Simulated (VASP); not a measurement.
Method: PW91 GGA, VASP's PBE PAW potentials (set 64) (plane waves; VASP 6.6.1).

VASP input:

**POSCAR**
```
CuZn
1
    2.9500000000     0.0000000000     0.0000000000
    0.0000000000     2.9500000000     0.0000000000
    0.0000000000     0.0000000000     2.9500000000
Zn Cu
1 1
Direct
  0.5012280000   0.4943850000   0.5107480000
 -0.0012280000   0.0056150000  -0.0107480000
```

INCAR:
```
SYSTEM=CuZn
PREC=Accurate; ENCUT=300; LREAL=.False.
LASPH=.True.
EDIFF=1E-6; NELM=100; ALGO=Normal
LMAXMIX=4
ISMEAR=-1; SIGMA=0.05
GGA=91
ISIF=2
LWAVE=.False.; LCHARG=.False.
```

### KPOINTS
```
Automatic mesh
0
Gamma
8 8 8
0.5 0.5 0.5
```

POTCAR, in this order: Zn Cu (PBE.64 set). Program: vasp_std.

The run wrote:

**OSZICAR**
```
       N       E                     dE             d eps       ncg     rms          rms(c)
DAV:   1     0.877112906025E+02    0.87711E+02   -0.83598E+03  8117   0.170E+03
DAV:   2    -0.405673141936E+01   -0.91768E+02   -0.89306E+02  7715   0.275E+02
DAV:   3    -0.603219493393E+01   -0.19755E+01   -0.19719E+01  9369   0.538E+01
DAV:   4    -0.604371578031E+01   -0.11521E-01   -0.11520E-01  8779   0.361E+00
DAV:   5    -0.604386435943E+01   -0.14858E-03   -0.14858E-03  9911   0.439E-01    0.943E+00
DAV:   6    -0.589133973526E+01    0.15252E+00   -0.16740E+01  8112   0.102E+02    0.595E+00
DAV:   7    -0.498472864231E+01    0.90661E+00   -0.38066E+00  8118   0.977E+01    0.220E+00
DAV:   8    -0.498636058433E+01   -0.16319E-02   -0.18096E-01 10645   0.580E+00    0.126E+00
DAV:   9    -0.497671371977E+01    0.96469E-02   -0.20785E-02  9332   0.357E+00    0.491E-02
DAV:  10    -0.497671888610E+01   -0.51663E-05   -0.48367E-04 10635   0.343E-01    0.237E-02
DAV:  11    -0.497672076115E+01   -0.18751E-05   -0.16284E-05 10944   0.855E-02    0.121E-02
DAV:  12    -0.497672012045E+01    0.64070E-06   -0.79693E-07  5716   0.277E-02
   1 F= -.49767201E+01 E0= -.49750596E+01  d E =-.332114E-02
```

OUTCAR:
```
------------------------ aborting loop because EDIFF is reached ----------------------------------------
  FORCE on cell =-STRESS in cart. coord.  units (eV):
  Direction    XX          YY          ZZ          XY          YZ          ZX
  --------------------------------------------------------------------------------------
  Total        0.1869240      0.1749650      0.1436346     -0.0042773     -0.0389632      0.0085179
  in kB       11.6656646     10.9193255      8.9640361     -0.2669430     -2.4316392      0.5315921
  external PRESSURE =      10.5163421 kB  Pullay stress =       0.0000000 kB
  volume of cell :       25.67
      direct lattice vectors                 reciprocal lattice vectors
     2.950000000  0.000000000  0.000000000     0.338983051  0.000000000  0.000000000
     0.000000000  2.950000000  0.000000000     0.000000000  0.338983051  0.000000000
     0.000000000  0.000000000  2.950000000     0.000000000  0.000000000  0.338983051
 POSITION                                       TOTAL-FORCE (eV/Angst)
 -----------------------------------------------------------------------------------
      1.47862      1.45844      1.50671        -0.033423      0.152203     -0.288570
      2.94638      0.01656      2.91829         0.033423     -0.152203      0.288570
 -----------------------------------------------------------------------------------
    total drift:                                0.000521     -0.002524      0.002200
  FREE ENERGIE OF THE ION-ELECTRON SYSTEM (eV)
  ---------------------------------------------------
  free  energy   TOTEN  =        -4.9767201205 eV

  energy  without entropy=       -4.9733989837  energy(sigma->0) =       -4.97505955
```
(Selected blocks of OUTCAR.)

At this cut-off the stress carries a Pulay error, which pulls relaxed volumes low.

The structure is a typed CuZn crystal. The cell was not relaxed at this level, atoms are displaced from their ideal sites. The run is one of a series of settings (GGA = 91 against the base run), some of them coarse on purpose. The electron count is odd and the run is not spin-polarised, which forces a metal.
